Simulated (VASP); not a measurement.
Here is the system:

```
CELL_PARAMETERS angstrom
      0.00000     3.11826     3.11826
      3.11826     0.00000     3.11826
      3.11826     3.11826     0.00000
ATOMIC_POSITIONS crystal
  Tl 0.00000 0.00000 0.00000
  As 0.25000 0.25000 0.25000
```

Method: PBEsol GGA, VASP's PBE PAW potentials (set 64) (plane waves; VASP). Settings: 400 eV cut-off, Gaussian smearing of 0.050 eV, potentials Tl_d As.

### Question
Give the energies of bands 7 to 12 at the high-symmetry points, in eV from the Fermi level.

### Answer

```
band      Γ      X      U      L      W
----  -----  -----  -----  -----  -----
7     -2.05  -6.80  -6.71  -6.39  -6.76
8      0.04  -2.29  -3.11  -0.98  -2.79
9      0.04  -2.29  -1.91  -0.98  -2.75
10     0.04   1.47   1.73  -0.09   2.96
11     3.76   1.65   3.65   4.67   4.27
12     3.76   8.04   6.82   4.67   4.66
```

It has no gap at this level: it comes out as a metal or semimetal.

The structure was generated: TlAs was put into the zinc blende type (F-43m), which need not be its known phase. It was relaxed first, which changed the volume by +7 %.
